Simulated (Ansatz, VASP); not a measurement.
# Cross-check of PN (honeycomb PN, 1 layer) between VASP and Ansatz

Wanted: the spread between two codes on one cell, functional and k mesh. The structure shown is the start of the Ansatz relaxation below; VASP solves that cell, so the two are compared at the walk's first step.

Main program and level: Ansatz 0.2.0; plane waves, with VASP 6.6.1 beside it; single point at PBE.

**1. Starting point**

The cell holds 2 atoms: 1 N and 1 P. Cell: a = 2.730 Å, b = 2.730 Å, c = 15.860 Å, α = 90.0°, β = 90.0°, γ = 120.0°. Vacuum lies along c.

Coordinates:

```
N P
1.0
     2.73000    0.00000    0.00000
    -1.36500    2.36425    0.00000
     0.00000    0.00000   15.86000
N P
1 1
Direct
  0.66667 0.33333 0.47289
  0.33333 0.66667 0.52711
```

**2. Ansatz: relaxation, PBE**

Ansatz runs on its default PAW (the set named soft_2) files.

The two programs are compared at the cell with which this relaxation starts, whose forces are those of its first step.

File input.yaml:

```yaml
crystal:
  lattice:
    - [2.73, 0.0, 0.0]
    - [-1.365, 2.3642493523, 0.0]
    - [0.0, 0.0, 15.86]
  atoms:
    - { symbol: "N", position: [0.6666666667, 0.3333333333, 0.472887768] }
    - { symbol: P, position: [0.3333333333, 0.6666666667, 0.527112232] }
kpoints:
  mp_grid: { grid: [12, 12, 1] }
hamiltonian:
  xc: pbe
scf:
  occupations: { method: fermi_dirac, width: 0.05 }
  convergence: { dr2_threshold: 1.0e-08 }
efield:
  axis: 3
  dipole_correction: true
  ramp_position: 0.97
  ramp_width: 0.04
relax:
  f_tol: 0.01
  cell: { fix: [c, alpha, beta] }
output:
  write_potential: true
  write_density: true
  volumetric_format: npy
```

Run with:

```
$ ansatz run input.yaml --threads 2 --pin off --max-ram 4096MiB --backend cpu --events-out ev --progress --plain --runs-dir out
```

Numbers of over 12 decimals in the logs are rounded to 6 here.

Log:

```text
Warning: relax.cell: scf.convergence.dr2_threshold = 1e-8 eV is looser than the 2e-10 eV advised for a relaxation that steers and ends on the stress (1e-10 eV for each atom of the cell: 2). What an SCF threshold leaves in a stress goes as its square root, and in the free energy as the threshold itself, and one threshold admits the most on a small cell: [figures from the program's tests cut] Set scf.convergence.dr2_threshold to 2e-10 eV or tighter. The threshold is an SCF's pass mark: one that does not reach it within its budget of iterations ends unconverged, or closes short of it on a stop that the run arms, and scf.convergence.dr2_threshold's page says what that costs each kind of run
Engine: ansatz 0.2.0, aarch64-unknown-linux-gnu
Pseudopotentials: kind: paw
Pseudopotential: N, paw, valence charge 5, recommended cutoff 420 eV (normal), N.paw.azcp
Pseudopotential: P, paw, valence charge 5, recommended cutoff 420 eV (normal), P.paw.azcp
Functional definition: PBE
  parameter kappa = 0.804
  parameter beta = 0.066725
  exchange = pbe_x(kappa = kappa, mu = beta*pi^2/3)
  correlation = pbe_c(beta = beta)
Crystal: 2 atoms, lattice volume = 102.367 Å³
Basis set: ecut = 420 eV, 1991 PW (Γ), exchange–correlation on 40×40×216 points (8 copies of the dense FFT grid, shifted against one another)
Bands: 9, of which v1, the nominal top of the filled ones, is band 5 counted from 1 (4 counted from 0)
Symmetry: 6 space group operations
Space group: P3m1 (ITA 156), of the structure as read, at distance tolerance 4.7e-5 Å
k-points: 19 of 144 (time reversal used)
Non-local potential: N, projectors of the file, l = 0: 2, l = 1: 2, l = 2: 1
Non-local potential: P, projectors of the file, l = 0: 2, l = 1: 2, l = 2: 2
PAW form: soft (Blöchl's): semilocal exchange-correlation on the pseudo side does not see the compensation charge
PAW one-centre angular grid: N, 110 points (default); XC on 64 Gauss nodes
PAW one-centre angular grid: P, 110 points (default); XC on 64 Gauss nodes
Initial density: superposition of atomic densities (neutral atoms: chi_scale 0, normalization atom), corrected by the library's trained network
Initial wavefunctions: pseudopotential atomic-orbital guess
Functional: x = pbe(κ = 0.804, μ = 0.219515), c = pbe(β = 0.066725)
SCF iter   1: F=—  HF=-1139.084248 eV  |F-HF|=—  |Δ(HF+E_count)|=         —  Δρ=5.55e-3  dr2=5.08e-2  ethr=1.77e-3  p=0.050 e·Å  D=8.76e-2 V/Å  ΔV_dip=-1.39 eV  dr2_dipole=8.21e-3  V_vac-E_F(+/−)=5.17/6.55 eV  ⟨swp⟩=8.6  Hψ=1840  notcnv=0
efield: sawtooth ramp at fractional position 0.9700 (set: `efield.ramp_position`, or a place that a band, a saddle search or an elastic batch's reference lends), width 0.0400; the density the first Hamiltonian is built on has a dipole p = 0.050 e·Å; the dipole correction subtracts the counter field D = 8.76e-2 V/Å, which shifts the + side's vacuum level by -1.39 eV against the − side's; the planar-averaged density in the ramp window peaks in size at 1.7e-4 e/Å³
preconditioner: auto → none  [insulator: Δε(μ)=1.847 eV  Ē_g=13.860 eV  σ=0.050 eV  W_gap=1.00  n_scr=8 (ndim 8)  ℏωp=11.6 eV  f_vac=0.694  D(μ)=0.00/eV (n_scr^D=0)  ε∞_Penn≈1.7]
SCF iter   2: F=—  HF=-1139.095617 eV  |F-HF|=—  |Δ(HF+E_count)|=   1.14e-2  Δρ=6.58e-3  dr2=1.10e-1  ethr=5.08e-4  p=0.001 e·Å  D=2.41e-3 V/Å  ΔV_dip=-0.04 eV  dr2_dipole=1.56e-2  V_vac-E_F(+/−)=6.08/6.12 eV  ⟨swp⟩=4.1  Hψ=547  notcnv=0
SCF iter   3: F=—  HF=-1139.074310 eV  |F-HF|=—  |Δ(HF+E_count)|=   2.13e-2  Δρ=2.05e-3  dr2=4.04e-3  ethr=5.08e-4  p=0.024 e·Å  D=4.22e-2 V/Å  ΔV_dip=-0.67 eV  dr2_dipole=1.90e-4  V_vac-E_F(+/−)=5.71/6.38 eV  ⟨swp⟩=3.1  Hψ=374  notcnv=0
SCF iter   4: F=—  HF=-1139.074554 eV  |F-HF|=—  |Δ(HF+E_count)|=   2.44e-4  Δρ=4.69e-4  dr2=1.53e-4  ethr=4.04e-5  p=0.025 e·Å  D=4.35e-2 V/Å  ΔV_dip=-0.69 eV  dr2_dipole=5.61e-6  V_vac-E_F(+/−)=5.72/6.41 eV  ⟨swp⟩=2.9  Hψ=346  notcnv=0
SCF iter   5: F=—  HF=-1139.074668 eV  |F-HF|=—  |Δ(HF+E_count)|=   1.14e-4  Δρ=1.39e-4  dr2=2.04e-5  ethr=1.53e-6  p=0.024 e·Å  D=4.26e-2 V/Å  ΔV_dip=-0.67 eV  dr2_dipole=9.29e-7  V_vac-E_F(+/−)=5.74/6.41 eV  ⟨swp⟩=2.4  Hψ=340  notcnv=0
SCF iter   6: F=—  HF=-1139.074664 eV  |F-HF|=—  |Δ(HF+E_count)|=   4.21e-6  Δρ=3.28e-5  dr2=1.51e-6  ethr=2.04e-7  p=0.024 e·Å  D=4.25e-2 V/Å  ΔV_dip=-0.67 eV  dr2_dipole=2.51e-7  V_vac-E_F(+/−)=5.74/6.41 eV  ⟨swp⟩=2.5  Hψ=267  notcnv=0
SCF iter   7: F=—  HF=-1139.074666 eV  |F-HF|=—  |Δ(HF+E_count)|=   2.63e-6  Δρ=7.66e-6  dr2=8.09e-8  ethr=1.51e-8  p=0.024 e·Å  D=4.28e-2 V/Å  ΔV_dip=-0.68 eV  dr2_dipole=8.44e-9  V_vac-E_F(+/−)=5.73/6.41 eV  ⟨swp⟩=2.7  Hψ=263  notcnv=0
[...]
preconditioner: auto → none  [insulator: Δε(μ)=1.823 eV  Ē_g=13.991 eV  σ=0.050 eV  W_gap=1.00  n_scr=8 (ndim 8)  ℏωp=11.6 eV  f_vac=0.694  D(μ)=0.00/eV (n_scr^D=0)  ε∞_Penn≈1.7]
SCF iter   2: F=—  HF=-1139.075263 eV  |F-HF|=—  |Δ(HF+E_count)|=   8.13e-6  Δρ=7.26e-5  dr2=1.09e-5  ethr=1.23e-7  p=0.026 e·Å  D=4.55e-2 V/Å  ΔV_dip=-0.72 eV  dr2_dipole=1.43e-6  V_vac-E_F(+/−)=5.72/6.44 eV  ⟨swp⟩=2.0  Hψ=259  notcnv=0
[...]
SCF 4 converged in 5 iterations: F = -1139.075259 eV  dr2 = 4.09e-9
relax step   4: F+E_penalty+E_count = -1139.07525939 eV  Δ(F+E_penalty+E_count) = +2.977e-5 eV  max|allowed force component| = 7.924e-5 eV/Å  Δτ_max = 0.0002 Å  P = -0.003 GPa  Ω = 102.216 Å³  energy of the carried Pulay correction = +8.638e-5 eV  fix = [c, alpha, beta]  reactions: c -0.009 GPa  (5 SCF iters, accepted)
Initial wavefunctions: pseudopotential atomic-orbital guess (no wavefunctions were taken with the density)
iter 1 solved again at ethr=1.42e-6 eV; its pass at ethr=3.10e-3 eV (dr2=1.42e-4 eV) is discarded
SCF iter   1: F=—  HF=-1139.075213 eV  |F-HF|=—  |Δ(HF+E_count)|=         —  Δρ=4.25e-6  dr2=1.70e-8  ethr=1.42e-6  p=0.026 e·Å  D=4.59e-2 V/Å  ΔV_dip=-0.73 eV  dr2_dipole=1.22e-9  V_vac-E_F(+/−)=5.71/6.44 eV  ⟨swp⟩=3.4  Hψ=2364  notcnv=0
efield: sawtooth ramp at fractional position 0.9700 (set: `efield.ramp_position`, or a place that a band, a saddle search or an elastic batch's reference lends), width 0.0400; the density the first Hamiltonian is built on has a dipole p = 0.026 e·Å; the dipole correction subtracts the counter field D = 4.59e-2 V/Å, which shifts the + side's vacuum level by -0.73 eV against the − side's; the planar-averaged density in the ramp window peaks in size at 7.6e-7 e/Å³
eigensolver tolerance schedule: the retry pair's looser diagonalisation over-reported the residual by 8383.95 of it (diagonalisation noise at an unbounded share of the residual, at the tolerance the schedule requests for it); recorded, not acted on — ethr = c·dr2/N_el stays at c = 1.0e-1
preconditioner: auto → none  [insulator: Δε(μ)=1.823 eV  Ē_g=13.992 eV  σ=0.050 eV  W_gap=1.00  n_scr=8 (ndim 8)  ℏωp=11.6 eV  f_vac=0.694  D(μ)=0.00/eV (n_scr^D=0)  ε∞_Penn≈1.7]
SCF iter   2: F=—  HF=-1139.075206 eV  |F-HF|=—  |Δ(HF+E_count)|=   7.70e-6  Δρ=5.88e-6  dr2=6.70e-8  ethr=1.70e-10  p=0.026 e·Å  D=4.58e-2 V/Å  ΔV_dip=-0.73 eV  dr2_dipole=8.28e-9  V_vac-E_F(+/−)=5.71/6.44 eV  ⟨swp⟩=4.3  Hψ=434  notcnv=0
SCF iter   3: F=-1139.075206 eV  HF=-1139.075206 eV  |F-HF|=4.73e-10  |Δ(HF+E_count)|=   1.21e-8  Δρ=1.61e-6  dr2=1.04e-9  ethr=1.00e-10  p=0.026 e·Å  D=4.59e-2 V/Å  ΔV_dip=-0.73 eV  dr2_dipole=1.05e-11  V_vac-E_F(+/−)=5.71/6.44 eV  ⟨swp⟩=10.7  Hψ=1576  notcnv=0
SCF 5 converged in 3 iterations: F = -1139.075206 eV  dr2 = 1.04e-9
relax step   5: F+E_penalty+E_count = -1139.07520561 eV  Δ(F+E_penalty+E_count) = +5.378e-5 eV  max|allowed force component| = 3.538e-5 eV/Å  Δτ_max = 0.0000 Å  P = -0.004 GPa  Ω = 102.216 Å³  fix = [c, alpha, beta]  reactions: c -0.001 GPa  stress off target by 6.10e-3 GPa on what of the cell is left free  SCF on the basis re-selected at this cell (its energy is not comparable with the rows above)  (3 SCF iters)
basis re-selected at this cell: Δ(F+E_penalty+E_count) = +5.378e-5 eV, ΔP = -0.001 GPa vs the last step (what re-selecting the basis moved, of the pressure what is left beyond the Pulay correction that the steps carried, after the strain that the cell walked since its last selection, with what the two solves' SCF thresholds leave and, on support functions, any second-order correction that the steps lacked; it is no m [...]
WARN: The output density's exchange-correlation potential varies sharply where the density is thin. Do not read a vacuum level from v_tot or v_xc, or from such a field of the output density. On a cell that repeats whose density bears no net charge and no dipole along the vacuum's axis use v_es (v_loc + v_h of the components); under efield.dipole_correction with no amplitude use v_es + v_field, which holds any externa [...]
SCF converged after 3 iterations
Free energy (F): -1139.075206 eV
Harris-Foulkes:  -1139.075206 eV  (|F-HF|=4.73e-10)
Internal energy: -1139.075206 eV  (E = F + TS)
E sigma→0 (E₀):  -1139.075206 eV
Fermi energy:    -2.643188 eV
Dipole field:    D = 0.045872 V/Å  (p = 0.025912 e·Å, saw-weighted, corrected)
Work function:   Φ+ = 5.7142 eV   Φ− = 6.4417 eV
Levels:          The Fermi level and band energies are counted from a zero that moves with the ramp; work functions are not
--- Per-component energies (eV) ---
  E_band       = -108.856544
  E_kinetic    = 202.547980
  E_local      = -2935.207032  (includes V_loc(G=0)·N_el)
  E_nonlocal   = 78.943038
  E_hartree    = 1354.278094
  E_xc         = -121.846275
  E_vxc        = -137.487250  (∫ρ·V_xc dr)
  E_paw        = -696.104017  (= ΣΔE_a)
  E_vpaw       = -26.138376  (= ΣTr[D̂ρ^β])
  E_aug_tail   = 0.000093  (compensation charges beyond the density's cutoff)
  E_efield     = 0.000594  (sawtooth field / dipole correction)
  E_vefield    = -0.071564  (∫n·V_field dr)
  E_ewald      = 978.312319
  E_smearing   = -0.000000  (= −TS)
  E_closure    = -0.000000  (closes the sum)
  Σ components = -1139.075206   (vs F -1139.075206, Δ=0.00e0)
--- Forces (eV/Å), atoms counted from 1 ---
  atom   1  N      0.00000000     0.00000000    -0.00003787
  atom   2  P      0.00000000    -0.00000000     0.00003288
  max |Σ_I F_I| component: 4.99e-6 eV/Å
--- Stress (GPa, compression-positive) ---
       -0.006103       0.000000      -0.000000
       -0.000000      -0.006103      -0.000000
       -0.000000      -0.000000      -0.000746
  P = ⅓ Tr σ = -0.0043 GPa (-0.043 kbar)
--- Band table (eV; the first three rows and the last of 19) ---
  k-point 0: bands = ["-23.1646", "-11.4543", "-5.9670", "-5.9670", "-4.3532", "1.0711", "2.7609", "3.1719", "3.1719"]
  k-point 1: bands = ["-23.0229", "-11.3304", "-6.7556", "-6.1537", "-4.1960", "1.4994", "2.6591", "3.0706", "3.4124"]
  k-point 2: bands = ["-22.6043", "-11.0194", "-8.3767", "-6.6125", "-3.9286", "1.2194", "2.6981", "3.7853", "3.9234"]
  k-point 18: bands = ["-19.1042", "-14.1504", "-11.8683", "-6.4221", "-4.4548", "-1.2012", "2.4802", "6.2033", "8.4520"]
--- Relaxed structure (4 steps of the walk, 4 accepted, 1 SCFs on fresh bases) ---
  F+E_penalty+E_count = -1139.07520561 eV   max|allowed force component| = 3.538e-5 eV/Å   (the final SCF, on the basis selected at the relaxed cell)
  cell:  # Å, volume = 102.2164 Å³
    - [2.727994, 0, 0]
    - [-1.363997, 2.362512, 0]
    - [0, 0, 15.86]
  atoms:
    - { symbol: N, position: [0.666667, 0.333333, 0.472663] }
    - { symbol: P, position: [0.333333, 0.666667, 0.527337] }
```

Reading the cycles: dr2 is the Hartree energy of the density residual (eV), the measure of convergence; HF is the Harris–Foulkes estimate of the energy, which meets the free energy F at convergence.

(Part 1 of 2 ends here.)

[Lines on the potential files, build, host, timing and source positions are cut from VASP's logs without a mark.]

[Logs are printed without paths, hosts, clocks, repeated set-up lines and the standing remarks that a program may print on its own settings, such as how far it seeks lower states.]

[Hosts, paths, dates, database ids (printed as entryN), source tags and the programs' standing remarks are cut or masked in the printed files.]
